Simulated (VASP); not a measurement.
**NiSb (relaxed from the CsCl type structure, space group Pm-3m): computed properties**

The numbers are results of PBEsol GGA, VASP's PBE PAW potentials (set 64) (plane waves; VASP 6.6.1), not measurements.

```yaml
space_group: Pm-3m (221)
cell: a = b = c = 3.2142 Å, α = β = γ = 90.00°
volume_per_atom: 16.60 Å³/atom
band gap (over mesh and band path): none (metal, semimetal or under 0.01 eV)
density: 9.02 g/cm³
```

```
NiSb
1.0
    3.21421     0.00000     0.00000
    0.00000     3.21421     0.00000
    0.00000     0.00000     3.21421
Ni Sb
1 1
Direct
  0.00000   0.00000   0.00000
  0.50000   0.50000   0.50000
```

Unless said otherwise, spin-orbit coupling is left out, though it shifts the bands of the heavy elements here.

The structure was generated: NiSb was put into the CsCl type type (Pm-3m), which need not be its known phase. It was relaxed first, which changed the volume by -17 %. Symmetry was kept, so distortions that lower it aren't found.
